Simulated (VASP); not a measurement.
Set up this calculation in VASP 6.6.1, as the native input.

```
Task                   : band structure
Functional             : PBEsol
Potentials or basis    : VASP PAW PBE potentials, release 64 (Y_sv, Nb_sv)
Cutoff                 : 520 eV
k mesh                 : 7 × 7 × 7
Occupations            : fermi-dirac, width 0.05 eV
Spin                   : no spin polarisation
Further INCAR settings : ALGO = Normal; EDIFF = 1e-06
```

YNb:

```xyz
2
Lattice="3.6114 0.0000 0.0000 0.0000 3.6114 0.0000 0.0000 0.0000 3.6114" Properties=species:S:1:pos:R:3 pbc="T T T"
Y     0.0000    0.0000    0.0000
Nb    1.8057    1.8057    1.8057
```

The cell was built by a generator and needn't be a form met in nature.

One way to write it, as run:

POSCAR

```
YNb
1.0
    3.6114100000      0.0000000000      0.0000000000
    0.0000000000      3.6114100000      0.0000000000
    0.0000000000      0.0000000000      3.6114100000
Y Nb
1 1
Direct
    0.0000000000      0.0000000000      0.0000000000
    0.5000000000      0.5000000000      0.5000000000
```

INCAR.step1

```
PREC = Accurate ; ENCUT = 520
EDIFF = 1E-6 ; ISMEAR = -1
SIGMA = 0.05 ; LREAL = False
LASPH = True ; NELM = 100
ALGO = Normal ; ISIF = 2
LWAVE = False ; LCHARG = True
LMAXMIX = 4 ; GGA = PS
```

KPOINTS.step1

```
regular mesh
0
Gamma
  7 7 7
```

INCAR.step2

```
PREC = Accurate ; ENCUT = 520
EDIFF = 1E-6 ; ISMEAR = 0
SIGMA = 0.05 ; LREAL = False
LASPH = True ; NELM = 100
ALGO = Normal ; ISIF = 2
LWAVE = False ; LCHARG = False
LMAXMIX = 4 ; GGA = PS
ICHARG = 11
```

KPOINTS.step2

```
path GXMGRX,MR
10
line-mode
reciprocal
 0.0000000000  0.0000000000  0.0000000000  G
 0.0000000000  0.5000000000  0.0000000000  X

 0.0000000000  0.5000000000  0.0000000000  X
 0.5000000000  0.5000000000  0.0000000000  M

 0.5000000000  0.5000000000  0.0000000000  M
 0.0000000000  0.0000000000  0.0000000000  G

 0.0000000000  0.0000000000  0.0000000000  G
 0.5000000000  0.5000000000  0.5000000000  R

 0.5000000000  0.5000000000  0.5000000000  R
 0.0000000000  0.5000000000  0.0000000000  X

 0.5000000000  0.5000000000  0.0000000000  M
 0.5000000000  0.5000000000  0.5000000000  R
```

Potentials or basis: VASP PAW PBE potentials, release 64 (Y_sv, Nb_sv).

The run is started by

```bash
$ cat potpaw_PBE.64/Y_sv/POTCAR potpaw_PBE.64/Nb_sv/POTCAR > POTCAR
$ cp INCAR.step1 INCAR
$ cp KPOINTS.step1 KPOINTS
$ mpirun -np 1 vasp_std > vasp.out
$ cp INCAR.step2 INCAR
$ cp KPOINTS.step2 KPOINTS
$ mpirun -np 1 vasp_std > vasp.out
```

Results of the run:

```
Band gap along the path : none (metal or under the smearing width)
```

Caveat: the log is that of the step along the path at fixed density, whose energy, stress, charges and moments have no meaning.

Run time: 20 s on 1 thread of Intel(R) Xeon(R) 6975P-C (Granite Rapids), on a shared host, peak memory 0.19 GiB.
